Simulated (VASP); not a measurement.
Computed with optB88-vdW, VASP's PBE PAW potentials (set 64) (plane waves; VASP 6.6.1).

A VASP calculation is set up with these files.

KPOINTS:
```
K-points
0
gamma
12 12 1
0 0 0
```

INCAR:
```
PARAM1 = 0.1833333333
GGA = BO
PARAM2 = 0.22
ISIF = 4   # ions and shape, fixed volume
IBRION = 2
LWAVE = T
AGGAC = 0.0
ENCUT = 400   # plane-wave cut-off (eV)
LCHARG = F
ISMEAR = 0
LASPH = T   # aspherical one-centre terms
NELM = 100
NSW = 50
LMAXMIX = 4   # l cut-off of mixed one-centre charges
SIGMA = 0.05
EDIFFG = -0.03
ALGO = Normal   # blocked Davidson
PREC = Normal
LREAL = F
LUSE_VDW = T
EDIFF = 1E-5
NELMIN = 4
SYSTEM = Bi2Te3 monolayer
```

POSCAR:
```
Bi2Te3 monolayer
1.0
  4.4494508822   0.0000000000   0.0000000000
 -2.2247254410   3.8533372155   0.0000000000
  0.0000000000   0.0000000000  23.9466264447
Bi Te
2 3
Cart
 -0.0000022247   2.5688927614   9.9038457650
  0.0000000000   0.0000000000  14.0427806797
  0.0000000000   0.0000000000   8.1448223729
  2.2247276659   1.2844444541  11.9733132224
 -0.0000022247   2.5688927614  15.8018040718
```

POTCAR, in this order: Bi_d Te (PBE.64 set). Program: vasp_std.

The run wrote:

**OUTCAR**
```
 ion  position               nearest neighbor table
   1  0.333  0.667  0.414-   3 3.11   3 3.11   3 3.11   4 3.30   4 3.30   4 3.30
   2  0.000  0.000  0.586-   5 3.11   5 3.11   5 3.11   4 3.30   4 3.30   4 3.30
   3  0.000  0.000  0.340-   1 3.11   1 3.11   1 3.11
   4  0.667  0.333  0.500-   1 3.30   2 3.30   1 3.30   2 3.30   2 3.30   1 3.30
   5  0.333  0.667  0.660-   2 3.11   2 3.11   2 3.11
  LATTYP: Found a hexagonal cell.
 ALAT       =     4.4494508822
 C/A-ratio  =     5.3819284848
 Subroutine PRICEL returns:
 Original cell was already a primitive cell.
 Subroutine GETGRP returns: Found 12 space group operations
The static configuration has the point symmetry C_3v.
 The point group associated with its full space group is D_3d.
The dynamic configuration has the point symmetry C_3v.
 Subroutine INISYM returns: Found 12 space group operations
 Subroutine IBZKPT returns following result:
 Found     19 irreducible k-points:

 Following reciprocal coordinates:
            Coordinates               Weight
  0.000000  0.000000  0.000000      1.000000
  0.083333 -0.000000  0.000000      6.000000
  0.166667 -0.000000  0.000000      6.000000
  0.250000 -0.000000  0.000000      6.000000
  0.333333 -0.000000  0.000000      6.000000
  0.416667 -0.000000  0.000000      6.000000
  0.500000 -0.000000  0.000000      3.000000
  0.083333  0.083333  0.000000      6.000000
  0.166667  0.083333  0.000000     12.000000
  0.250000  0.083333  0.000000     12.000000
  0.333333  0.083333  0.000000     12.000000
  0.416667  0.083333  0.000000     12.000000
  0.166667  0.166667  0.000000      6.000000
  0.250000  0.166667  0.000000     12.000000
  0.333333  0.166667  0.000000     12.000000
  0.416667  0.166667  0.000000      6.000000
  0.250000  0.250000  0.000000      6.000000
  0.333333  0.250000  0.000000     12.000000
  0.333333  0.333333  0.000000      2.000000
...
```

### OSZICAR
```
...
DAV:   3    -0.552113094257E+01    0.33118E-03   -0.40913E-04  1332   0.150E-01    0.722E-02
DAV:   4    -0.552105209898E+01    0.78844E-04   -0.24311E-04  1080   0.163E-01    0.121E-02
DAV:   5    -0.552108108685E+01   -0.28988E-04   -0.10457E-04  1080   0.808E-02    0.787E-03
DAV:   6    -0.552110587712E+01   -0.24790E-04   -0.12966E-05   712   0.372E-02    0.662E-03
DAV:   7    -0.552114218180E+01   -0.36305E-04   -0.10262E-05   696   0.301E-02    0.239E-03
DAV:   8    -0.552121195007E+01   -0.69768E-04   -0.10416E-05   704   0.292E-02    0.153E-03
DAV:   9    -0.552125835829E+01   -0.46408E-04   -0.59290E-06   672   0.228E-02    0.172E-03
DAV:  10    -0.552140619021E+01   -0.14783E-03   -0.24257E-05   916   0.316E-02    0.132E-03
DAV:  11    -0.552147421308E+01   -0.68023E-04   -0.65595E-05  1256   0.514E-02    0.132E-03
DAV:  12    -0.552147870750E+01   -0.44944E-05   -0.39571E-05   904   0.413E-02
   5 F= -.55214787E+01 E0= -.55214787E+01  d E =-.592729E-03
       N       E                     dE             d eps       ncg     rms          rms(c)
DAV:   1    -0.553142663280E+01   -0.99524E-02   -0.12396E+00  1064   0.616E+00    0.680E-01
DAV:   2    -0.552627392333E+01    0.51527E-02   -0.19843E+00  1540   0.214E+00    0.323E-01
DAV:   3    -0.552352800232E+01    0.27459E-02   -0.80931E-03  1336   0.430E-01    0.233E-01
DAV:   4    -0.552299690653E+01    0.53110E-03   -0.19000E-03  1324   0.280E-01    0.900E-02
DAV:   5    -0.552342087605E+01   -0.42397E-03   -0.86285E-04  1084   0.230E-01    0.285E-02
DAV:   6    -0.552357957062E+01   -0.15869E-03   -0.23082E-04  1312   0.126E-01    0.268E-02
DAV:   7    -0.552361155795E+01   -0.31987E-04   -0.79431E-06   764   0.245E-02    0.203E-02
DAV:   8    -0.552366729154E+01   -0.55734E-04   -0.34781E-05   888   0.267E-02    0.622E-03
DAV:   9    -0.552370223325E+01   -0.34942E-04   -0.44800E-06   740   0.130E-02    0.338E-03
DAV:  10    -0.552378247720E+01   -0.80244E-04   -0.37864E-05   884   0.196E-02    0.368E-03
DAV:  11    -0.552376592670E+01    0.16550E-04   -0.10253E-05   824   0.168E-02    0.313E-03
DAV:  12    -0.552374763889E+01    0.18288E-04   -0.82267E-06   760   0.185E-02    0.129E-03
DAV:  13    -0.552369339759E+01    0.54241E-04   -0.36633E-06   752   0.139E-02    0.106E-03
DAV:  14    -0.552358340094E+01    0.11000E-03   -0.75162E-05   868   0.316E-02    0.146E-03
DAV:  15    -0.552355863175E+01    0.24769E-04   -0.35441E-05   900   0.302E-02    0.114E-03
DAV:  16    -0.552351555892E+01    0.43073E-04   -0.43868E-04  1052   0.428E-02    0.657E-04
DAV:  17    -0.552349774907E+01    0.17810E-04   -0.76810E-04  1016   0.806E-02    0.621E-04
DAV:  18    -0.552347792763E+01    0.19821E-04   -0.12054E-04  1084   0.565E-02    0.393E-04
DAV:  19    -0.552343794528E+01    0.39982E-04   -0.18229E-05   748   0.275E-02    0.172E-04
DAV:  20    -0.552339836927E+01    0.39576E-04   -0.44873E-05   860   0.277E-02    0.221E-04
DAV:  21    -0.552338089915E+01    0.17470E-04   -0.56455E-05   932   0.261E-02    0.213E-04
DAV:  22    -0.552337138340E+01    0.95157E-05   -0.48290E-05   804   0.250E-02
   6 F= -.55233714E+01 E0= -.55233714E+01  d E =-.248541E-02
       N       E                     dE             d eps       ncg     rms          rms(c)
DAV:   1    -0.554799362165E+01   -0.24613E-01   -0.49642E+00  1080   0.124E+01    0.135E+00
DAV:   2    -0.553775515670E+01    0.10238E-01   -0.24488E-01  1464   0.412E+00    0.654E-01
DAV:   3    -0.552763871000E+01    0.10116E-01   -0.12694E-02  1392   0.692E-01    0.444E-01
DAV:   4    -0.552300843007E+01    0.46303E-02   -0.75477E-03  1416   0.585E-01    0.711E-02
DAV:   5    -0.552292293548E+01    0.85495E-04   -0.17193E-03  1360   0.322E-01    0.440E-02
DAV:   6    -0.552297156265E+01   -0.48627E-04   -0.18505E-04  1344   0.106E-01    0.428E-02
DAV:   7    -0.552295942246E+01    0.12140E-04   -0.30444E-05   984   0.341E-02    0.165E-02
DAV:   8    -0.552302119866E+01   -0.61776E-04   -0.29357E-05   904   0.332E-02    0.111E-02
DAV:   9    -0.552318969124E+01   -0.16849E-03   -0.18391E-05   892   0.270E-02    0.807E-03
DAV:  10    -0.552336801976E+01   -0.17833E-03   -0.18000E-05   884   0.158E-02    0.213E-03
DAV:  11    -0.552349707639E+01   -0.12906E-03   -0.12427E-05   848   0.170E-02    0.254E-03
DAV:  12    -0.552367056380E+01   -0.17349E-03   -0.12151E-05   824   0.189E-02    0.163E-03
DAV:  13    -0.552370090943E+01   -0.30346E-04   -0.33857E-06   740   0.153E-02    0.613E-04
DAV:  14    -0.552366778536E+01    0.33124E-04   -0.53075E-06   728   0.162E-02    0.502E-04
DAV:  15    -0.552363263042E+01    0.35155E-04   -0.95030E-06   804   0.147E-02    0.665E-04
DAV:  16    -0.552358892372E+01    0.43707E-04   -0.11501E-05   832   0.202E-02    0.233E-04
DAV:  17    -0.552353985466E+01    0.49069E-04   -0.56812E-05   960   0.312E-02    0.491E-04
DAV:  18    -0.552353929327E+01    0.56139E-06   -0.23228E-05   848   0.236E-02
   7 F= -.55235393E+01 E0= -.55235393E+01  d E =-.265331E-02
       N       E                     dE             d eps       ncg     rms          rms(c)
DAV:   1    -0.552952519771E+01   -0.59853E-02   -0.10633E+00  1072   0.572E+00    0.613E-01
DAV:   2    -0.552727432907E+01    0.22509E-02   -0.51284E-02  1240   0.196E+00    0.302E-01
DAV:   3    -0.552464878166E+01    0.26255E-02   -0.40504E-03  1276   0.404E-01    0.200E-01
DAV:   4    -0.552335854695E+01    0.12902E-02   -0.15293E-03  1396   0.337E-01    0.358E-02
DAV:   5    -0.552327766185E+01    0.80885E-04   -0.49968E-04  1228   0.205E-01    0.214E-02
DAV:   6    -0.552335401961E+01   -0.76358E-04   -0.82050E-05  1028   0.798E-02    0.210E-02
DAV:   7    -0.552357241619E+01   -0.21840E-03   -0.44560E-04   908   0.996E-02    0.117E-02
DAV:   8    -0.552347281838E+01    0.99598E-04   -0.50476E-04   960   0.127E-01    0.710E-03
DAV:   9    -0.552349598675E+01   -0.23168E-04   -0.23148E-05   796   0.335E-02    0.363E-03
DAV:  10    -0.552356130925E+01   -0.65322E-04   -0.76845E-05   832   0.379E-02    0.427E-03
DAV:  11    -0.552350489487E+01    0.56414E-04   -0.21466E-05   848   0.255E-02    0.217E-03
DAV:  12    -0.552349196177E+01    0.12933E-04   -0.80137E-05   768   0.524E-02    0.135E-03
DAV:  13    -0.552347431231E+01    0.17649E-04   -0.71918E-05   904   0.499E-02    0.760E-04
DAV:  14    -0.552352855865E+01   -0.54246E-04   -0.35694E-05   776   0.347E-02    0.648E-04
DAV:  15    -0.552358439432E+01   -0.55836E-04   -0.35618E-05   768   0.359E-02    0.998E-04
DAV:  16    -0.552367479816E+01   -0.90404E-04   -0.41413E-05   792   0.395E-02    0.318E-04
DAV:  17    -0.552367638980E+01   -0.15916E-05   -0.84365E-06   688   0.199E-02
   8 F= -.55236764E+01 E0= -.55236764E+01  d E =-.279041E-02
       N       E                     dE             d eps       ncg     rms          rms(c)
DAV:   1    -0.552346191269E+01    0.21289E-03   -0.51547E-01  1140   0.360E+00    0.858E-02
DAV:   2    -0.552498514941E+01   -0.15232E-02   -0.13782E-02  1496   0.805E-01    0.417E-02
DAV:   3    -0.552487361249E+01    0.11154E-03   -0.33861E-04  1324   0.134E-01    0.416E-02
DAV:   4    -0.552490647160E+01   -0.32859E-04   -0.35159E-05   868   0.419E-02    0.286E-02
DAV:   5    -0.552496314247E+01   -0.56671E-04   -0.23143E-05   772   0.421E-02    0.966E-03
DAV:   6    -0.552496484910E+01   -0.17066E-05   -0.97050E-06   664   0.267E-02
   9 F= -.55249648E+01 E0= -.55249648E+01  d E =-.128846E-02
       N       E                     dE             d eps       ncg     rms          rms(c)
DAV:   1    -0.552011250125E+01    0.48506E-02   -0.23355E+00  1152   0.769E+00    0.188E-01
DAV:   2    -0.552610758822E+01   -0.59951E-02   -0.64679E-02  1500   0.179E+00    0.932E-02
DAV:   3    -0.552609502047E+01    0.12568E-04   -0.15804E-03  1320   0.294E-01    0.877E-02
DAV:   4    -0.552609067666E+01    0.43438E-05   -0.11776E-04  1180   0.660E-02    0.605E-02
DAV:   5    -0.552611460510E+01   -0.23928E-04   -0.32717E-05   868   0.537E-02    0.210E-02
DAV:   6    -0.552611866347E+01   -0.40584E-05   -0.27842E-05   876   0.386E-02
  10 F= -.55261187E+01 E0= -.55261187E+01  d E =-.244227E-02
```

OUTCAR:
```
------------------------ aborting loop because EDIFF is reached ----------------------------------------
  FORCE on cell =-STRESS in cart. coord.  units (eV):
  Direction    XX          YY          ZZ          XY          YZ          ZX
  --------------------------------------------------------------------------------------
  Total       -0.2390718     -0.2390717     -0.2929145     -0.0000000     -0.0000000     -0.0000000
  in kB       -0.9329344     -0.9329343     -1.1430461     -0.0000000     -0.0000000     -0.0000000
  external PRESSURE =      -1.0029716 kB  Pullay stress =       0.0000000 kB
  volume of cell :      410.57
      direct lattice vectors                 reciprocal lattice vectors
     4.417796915 -0.000000000 -0.000000000     0.226357168  0.130687379 -0.000000000
    -2.208898457  3.825924159 -0.000000000     0.000000000  0.261374758  0.000000000
     0.000000000 -0.000000000 24.291015377     0.000000000  0.000000000  0.041167485
 POSITION                                       TOTAL-FORCE (eV/Angst)
 -----------------------------------------------------------------------------------
     -0.00000      2.55062     10.06338        -0.000000      0.000000     -0.005731
      0.00000     -0.00000     14.22764         0.000000     -0.000000      0.005731
      0.00000     -0.00000      8.32594         0.000000     -0.000000      0.019639
      2.20890      1.27531     12.14551        -0.000000      0.000000      0.000000
     -0.00000      2.55062     15.96508        -0.000000      0.000000     -0.019639
 -----------------------------------------------------------------------------------
    total drift:                                0.002396     -0.001370      0.000733
  FREE ENERGIE OF THE ION-ELECTRON SYSTEM (eV)
  ---------------------------------------------------
  free  energy   TOTEN  =        -5.5261186635 eV

  energy  without entropy=       -5.5261186635  energy(sigma->0) =       -5.52611866

 reached required accuracy - stopping structural energy minimisation
```
(Selected blocks of OUTCAR.)

### CONTCAR
```
Bi2Te3 monolayer
   1.00000000000000
     4.4177969148330973   -0.0000000000167491   -0.0000000000000000
    -2.2088984573317649    3.8259241592682769   -0.0000000000000001
     0.0000000000000002   -0.0000000000000001   24.2910153771265414
  Bi              Te
     2     3
Direct
     0.3333330000000032    0.6666669999999968    0.4142840148791190
     0.0000000000000000    0.0000000000000000    0.5857159851208810
     0.0000000000000000    0.0000000000000000    0.3427578148622671
     0.6666669999999968    0.3333330000000032    0.5000000000000000
     0.3333330000000032    0.6666669999999968    0.6572421851377329
```

The cell is a sheet with vacuum, built from Bi2Te3 (tetradymite).
